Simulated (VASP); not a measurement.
# IrC (F-43m) in VASP: equation of state

Aim: energy against volume of IrC in PBE, for its equilibrium volume and stiffness.

All numbers are computed with VASP 6.6.1; they aren't measurements. Logs are shortened: lines on timing, memory, paths and dates and some standing lists are left out, and cuts for length are marked.

**1. The structure**

It takes space group F-43m (No. 216, cubic). Conventional cell: a = 4.621 Å, b = 4.621 Å, c = 4.621 Å, α = 90.00°, β = 90.00°, γ = 90.00°. Ir (site symmetry -43m) has 4 C at 2.00 Å as nearest neighbours. Around C (site symmetry -43m) lie 4 Ir at 2.00 Å.

The cell was built by a generator and needn't be a form met in nature.

**2. Equation of state, PBE, 11.59 Å³/atom (volume scaled by 0.94)**

The input, INCAR:

```
SYSTEM = IrC
PREC = Accurate
ENCUT = 520
EDIFF = 1E-7
ISMEAR = -1
SIGMA = 0.05
LREAL = .False.
LASPH = .True.
NELM = 80
ALGO = Normal
ISIF = 2
LWAVE = .False.
LCHARG = .False.
GGA = PE
NBANDS = 14
```

The input, KPOINTS:

```
Automatic mesh
0
Gamma
  10 10 10
  0 0 0
```

The input, POSCAR:

```
IrC
1.0
    0.0000000000      2.2632651332      2.2632651332
    2.2632651332      0.0000000000      2.2632651332
    2.2632651332      2.2632651332      0.0000000000
Ir C
1 1
Direct
    0.0000000000      0.0000000000      0.0000000000
    0.7500000000      0.7500000000      0.7500000000
```

Potentials or basis: VASP PAW PBE potentials, release 64 (Ir, C).

Started as:

```sh
$ cat potpaw_PBE.64/Ir/POTCAR potpaw_PBE.64/C/POTCAR > POTCAR
$ mpirun -np 1 vasp_std > vasp.out
```

OUTCAR:

```text
SYSTEM = IrC
   PREC = Accurate
   ENCUT = 520
   EDIFF = 1E-7
   ISMEAR = -1
   LREAL = .False.
   LASPH = .True.
   NELM = 80
   ISIF = 2
   GGA = PE

 Found     47 irreducible k-points:

 Following reciprocal coordinates:
            Coordinates               Weight
  0.000000  0.000000  0.000000      1.000000
  0.100000  0.000000  0.000000      8.000000
  0.200000  0.000000  0.000000      8.000000
  0.300000  0.000000  0.000000      8.000000
  0.400000  0.000000  0.000000      8.000000
  0.500000  0.000000  0.000000      4.000000
   k-points           NKPTS =     47   k-points in BZ     NKDIM =     47   number of bands    NBANDS=     14
   number of dos      NEDOS =    301   number of ions     NIONS =      2
   total plane-waves  NPLWV =  13824
   dimension x,y,z NGX =    24 NGY =   24 NGZ =   24
   dimension x,y,z NGXF=    48 NGYF=   48 NGZF=   48
   ions per type =               1   1
   NGX,Y,Z   is equivalent  to a cutoff of  12.47, 12.47, 12.47 a.u.
   NGXF,Y,Z  is equivalent  to a cutoff of  24.93, 24.93, 24.93 a.u.
 SYSTEM =  IrC
   PREC   = accura    normal or accurate (medium, high low for compatibility)
   ISTART =      0    job   : 0-new  1-cont  2-samecut
   ICHARG =      2    charge: 1-file 2-atom 10-const
   ISPIN  =      1    spin polarized calculation?
   LNONCOLLINEAR =      F non collinear calculations
   LSORBIT =      F    spin-orbit coupling
   LASPH  =      T    aspherical Exc in radial PAW
   ENCUT  =  520.0 eV  38.22 Ry    6.18 a.u.   5.95  5.95  5.95*2*pi/ulx,y,z
   NELM   =     80;   NELMIN=  2; NELMDL= -5     # of ELM steps
   EDIFF  = 0.1E-06   stopping-criterion for ELM
   LREAL  =      F    real-space projection
   EDIFFG = 0.1E-05   stopping-criterion for IOM
   NSW    =      0    number of steps for IOM
   IBRION =     -1    ionic relax: 0-MD 1-quasi-New 2-CG
   NFREE  =      0    steps in history (QN), initial steepest desc. (CG)
   ISIF   =      2    stress and relaxation
   ISYM   =      2    0-nonsym 1-usesym 2-fastsym
   POTIM  = 0.5000    time-step for ionic-motion
   TEBEG  =    0.0;   TEEND  =   0.0 temperature during run
   PSTRESS=    0.0 pullay stress
   NELECT =      13.0000    total number of electrons
   NUPDOWN=      -1.0000    fix difference up-down
   EMIN   =  10.00;   EMAX   =-10.00  energy-range for DOS
   EFERMI =   0.00;   METHOD = LEGACY
   ISMEAR =    -1;   SIGMA  =   0.05  broadening in eV -4-tet -1-fermi 0-gaus
   EFERMI_NEDOS =   21; number of points for ismear=-14 and -15
   IALGO  =     38    algorithm
   IMIX   =      4    mixing-type and parameters
     AMIX     =   0.40;   BMIX     =  1.00
     AMIX_MAG =   1.60;   BMIX_MAG =  1.00
  volume/ion in A,a.u.               =      11.59        78.24
  Fermi-wavevector in a.u.,A,eV,Ry     =   1.349928  2.550994 24.793963  1.822305
  Thomas-Fermi vector in A             =   2.477474
   LORBIT       =      0    0 simple, 1 ext, 2 COOP (PROOUT), +10 PAW based schemes
   GGA     = PE    functional components
   LHFCALC =     F    Hartree Fock is set to
   AEXX    =    0.0000 exact exchange contribution
   IVDW    =     0    specifies the selected vdW correction
   LEPSILON=     F    determine dielectric tensor
   LRPA    =     F    only Hartree local field effects (RPA)
 non-spin polarized calculation
  energy-cutoff  :      520.00
  volume of cell :       23.19
 maximum number of plane-waves:       636
   NGX = 11   NGY = 11   NGZ = 11

 number of electron      13.0000000 magnetization

 Free energy of the ion-electron system (eV)
  ---------------------------------------------------
  ext. energy  EPLUGINS =         0.00000000
  ---------------------------------------------------
  free energy    TOTEN  =       -16.88822533 eV

  energy without entropy =      -16.87777028  energy(sigma->0) =      -16.88299780

 E-fermi :   8.3077     XC(G=0): -12.6656

 val. band max:        8.2952524363   @ k =   0.5000   0.3000   0.1000
 cond. band min:       8.3578448572   @ k =  -0.3000   0.3000   0.1000
 fundamental gap:      0.0625924209
 Fermi energy:         8.3076617718

 k-point     1 :       0.0000    0.0000    0.0000
  band No.  band energies     occupation
      1      -6.4127      2.00000
      2       1.1798      2.00000
      3       1.1798      2.00000
      4       1.1798      2.00000
      5       5.7848      2.00000
      6       5.7848      2.00000
      7      12.0118      0.00000
      8      14.9934      0.00000
      9      14.9934      0.00000
     10      14.9934      0.00000
     11      22.5074      0.00000
     12      22.5074      0.00000
     13      22.5074      0.00000
     14      26.3532      0.00000

 k-point     2 :       0.1000    0.0000    0.0000
  band No.  band energies     occupation
      1      -6.2237      2.00000
      2       1.0760      2.00000
      3       1.2792      2.00000
      4       1.2792      2.00000
      5       5.7250      2.00000
      6       5.7250      2.00000
      7      12.4105      0.00000
      8      14.5388      0.00000
      9      14.9330      0.00000
     10      14.9330      0.00000
     11      21.0320      0.00000
     12      22.6265      0.00000
     13      22.6265      0.00000
     14      27.1663      0.00000
[... 37 lines left out ...]
      1      -4.5995      2.00000
      2       1.4521      2.00000
      3       1.8652      2.00000
      4       1.8652      2.00000
      5       6.2184      2.00000
      6       6.2184      2.00000
      7       8.4064      0.24370
      8      12.7362      0.00000
      9      12.7362      0.00000
     10      15.2261      0.00000
     11      18.9325      0.00000
     12      24.2605      0.00000
     13      24.2605      0.00000
     14      27.2762      0.00000

 k-point     6 :       0.5000    0.0000    0.0000
  band No.  band energies     occupation
      1      -4.4293      2.00000
      2       1.8364      2.00000
      3       1.8902      2.00000
      4       1.8902      2.00000
      5       6.4678      2.00000
      6       6.4678      2.00000
      7       7.4208      2.00000
      8      12.2615      0.00000
      9      12.2615      0.00000
     10      15.1072      0.00000
     11      19.6915      0.00000
     12      24.4475      0.00000
     13      24.4475      0.00000
     14      26.8050      0.00000

 [... further k-points ...]

------------------------ aborting loop because EDIFF is reached ----------------------------------------

  FORCE on cell =-STRESS in cart. coord.  units (eV):
  Direction    XX          YY          ZZ          XY          YZ          ZX
  --------------------------------------------------------------------------------------
  -------------------------------------------------------------------------------------
  Total        3.2262102      3.2262102      3.2262102      0.0000000      0.0000000     -0.0000000
  in kB      222.9291934    222.9291934    222.9291934      0.0000000      0.0000000     -0.0000000
  external PRESSURE =     222.9291934 kB  Pullay stress =       0.0000000 kB

 VOLUME and BASIS-vectors are now :
 -----------------------------------------------------------------------------
  energy-cutoff  :      520.00
  volume of cell :       23.19
      direct lattice vectors                 reciprocal lattice vectors
     0.000000000  2.263265133  2.263265133    -0.220919764  0.220919764  0.220919764
     2.263265133  0.000000000  2.263265133     0.220919764 -0.220919764  0.220919764
     2.263265133  2.263265133  0.000000000     0.220919764  0.220919764 -0.220919764

 POSITION                                       TOTAL-FORCE (eV/Angst)
 -----------------------------------------------------------------------------------
      0.00000      0.00000      0.00000        -0.000000     -0.000000     -0.000000
      3.39490      3.39490      3.39490         0.000000      0.000000      0.000000
 -----------------------------------------------------------------------------------
    total drift:                                0.000000      0.000000      0.000000

  FREE ENERGIE OF THE ION-ELECTRON SYSTEM (eV)
  ---------------------------------------------------
  free  energy   TOTEN  =       -16.8882253272 eV

  energy  without entropy=      -16.8777702791  energy(sigma->0) =      -16.88299780
```

OSZICAR:

```text
N       E                     dE             d eps       ncg     rms          rms(c)
DAV:   1     0.772540607622E+02    0.77254E+02   -0.59831E+03  1324   0.849E+02
DAV:   2    -0.156188476610E+02   -0.92873E+02   -0.83295E+02  1394   0.226E+02
DAV:   3    -0.191942167242E+02   -0.35754E+01   -0.35252E+01  1634   0.491E+01
DAV:   4    -0.192346071064E+02   -0.40390E-01   -0.40379E-01  1532   0.540E+00
DAV:   5    -0.192352688140E+02   -0.66171E-03   -0.66170E-03  1720   0.696E-01    0.295E+01
DAV:   6    -0.170398601535E+02    0.21954E+01   -0.11165E+01  1668   0.315E+01    0.700E+00
DAV:   7    -0.169158877402E+02    0.12397E+00   -0.11740E+00  1588   0.111E+01    0.638E+00
DAV:   8    -0.168896082990E+02    0.26279E-01   -0.35452E-02  1454   0.130E+00    0.780E-01
DAV:   9    -0.168881648531E+02    0.14434E-02   -0.58640E-03  2000   0.682E-01    0.973E-02
DAV:  10    -0.168882333195E+02   -0.68466E-04   -0.33067E-04  1448   0.152E-01    0.669E-02
DAV:  11    -0.168882256334E+02    0.76861E-05   -0.85657E-06  1664   0.338E-02    0.147E-02
DAV:  12    -0.168882248974E+02    0.73598E-06   -0.24941E-06  1466   0.118E-02    0.100E-02
DAV:  13    -0.168882252497E+02   -0.35230E-06   -0.65109E-08  1126   0.211E-03    0.231E-03
DAV:  14    -0.168882253272E+02   -0.77512E-07   -0.36661E-08  1024   0.153E-03
   1 F= -.16888225E+02 E0= -.16882998E+02  d E =-.104550E-01
```

stdout:

```text
POSCAR found type information on POSCAR IrC
 POSCAR found :  2 types and       2 ions
 scaLAPACK will be used
 LDA part: xc-table for (Slater+PW92), standard interpolation
 POSCAR, INCAR and KPOINTS ok, starting setup
 FFT: planning ... GRIDC
 FFT: planning ... GRID_SOFT
 FFT: planning ... GRID
 WAVECAR not read
 entering main loop
```

Run time: 17 s. Hardware: 1 thread of Intel Xeon Platinum 8375C at 2.90GHz (Ice Lake), shared host; peak memory 0.15 GiB.

Results:

```
Free energy            : -16.8882 eV
Pressure               : 22.3 GPa
Band gap on the k mesh : none (metal or under the smearing width)
```

**3. Equation of state, PBE, 11.84 Å³/atom (volume scaled by 0.96)**

The input, INCAR:

```
SYSTEM = IrC
  PREC = Accurate
  ENCUT = 520
  EDIFF = 1E-7
  ISMEAR = -1
  SIGMA = 0.05
  LREAL = .False.
  LASPH = .True.
  NELM = 100
  ALGO = Normal
  ISIF = 2
  LWAVE = .False.
  LCHARG = .False.
  GGA = PE
  NBANDS = 14
```

The input, KPOINTS:

```
regular mesh
0
Gamma
  10 10 10
  0 0 0
```

The input, POSCAR:

```
IrC
1.0
    0.0000000000      2.2792041452      2.2792041452
    2.2792041452      0.0000000000      2.2792041452
    2.2792041452      2.2792041452      0.0000000000
Ir C
1 1
Direct
    0.0000000000      0.0000000000      0.0000000000
    0.7500000000      0.7500000000      0.7500000000
```

Potentials or basis: VASP PAW PBE potentials, release 64 (Ir, C).

Started as:

```sh
$ cat potpaw_PBE.64/Ir/POTCAR potpaw_PBE.64/C/POTCAR > POTCAR
$ mpirun -np 1 vasp_std > vasp.out
```

Wall time 16 s (1 thread of Intel Xeon Platinum 8375C at 2.90GHz (Ice Lake), shared host); peak memory 0.15 GiB.

The run converged. Its results:

```yaml
Free_energy: -16.9453 eV
Pressure: 14.8 GPa
Band_gap_on_the_k_mesh: none (metal or under the smearing width)
```

**4. Equation of state, PBE, 12.09 Å³/atom (volume scaled by 0.98)**

The input, INCAR:

```
SYSTEM = IrC
PREC = Accurate
ENCUT = 520
EDIFF = 1E-7
ISMEAR = -1
SIGMA = 0.05
LREAL = .False.
LASPH = .True.
NELM = 80
ALGO = Normal
ISIF = 2
LWAVE = .False.
LCHARG = .False.
GGA = PE
NBANDS = 14
```

KPOINTS is that of step 3.

The input, POSCAR:

```
IrC
1.0
    0.0000000000      2.2949232912      2.2949232912
    2.2949232912      0.0000000000      2.2949232912
    2.2949232912      2.2949232912      0.0000000000
Ir C
1 1
Direct
    0.0000000000      0.0000000000      0.0000000000
    0.7500000000      0.7500000000      0.7500000000
```

Started as:

```sh
$ cat potpaw_PBE.64/Ir/POTCAR potpaw_PBE.64/C/POTCAR > POTCAR
$ mpirun -np 1 vasp_std > vasp.out
```

Run time: 17 s. Hardware: 1 thread of Intel Xeon Platinum 8375C at 2.90GHz (Ice Lake), shared host; peak memory 0.15 GiB.

The run converged. Its results:

| Property | Result |
| --- | --- |
| Free energy | -16.9805 eV |
| Pressure | 8.0 GPa |
| Band gap on the k mesh | none (metal or under the smearing width) |

**5. Equation of state, PBE, 12.58 Å³/atom (volume scaled by 1.02)**

The input, INCAR:

```
PREC = Accurate ; ENCUT = 520
EDIFF = 1E-7 ; ISMEAR = -1
SIGMA = 0.05 ; LREAL = F
LASPH = T ; NELM = 60
ALGO = Normal ; ISIF = 2
LWAVE = F ; LCHARG = F
GGA = PE ; NBANDS = 14
```

The input, KPOINTS:

```
regular mesh
0
Gamma
  10 10 10
```

The input, POSCAR:

```
IrC
1.0
    0.0000000000      2.3257313068      2.3257313068
    2.3257313068      0.0000000000      2.3257313068
    2.3257313068      2.3257313068      0.0000000000
Ir C
1 1
Direct
    0.0000000000      0.0000000000      0.0000000000
    0.7500000000      0.7500000000      0.7500000000
```

Started as:

```sh
$ cat potpaw_PBE.64/Ir/POTCAR potpaw_PBE.64/C/POTCAR > POTCAR
$ mpirun -np 1 vasp_std > vasp.out
```

It took 15 s on 1 thread of Intel Xeon Platinum 8375C at 2.90GHz (Ice Lake), shared host; peak memory 0.15 GiB.

The run converged. Its results:

```
Free energy            : -16.9939 eV
Pressure               : -3.4 GPa
Band gap on the k mesh : none (metal or under the smearing width)
```

[end of part 1 of 2]
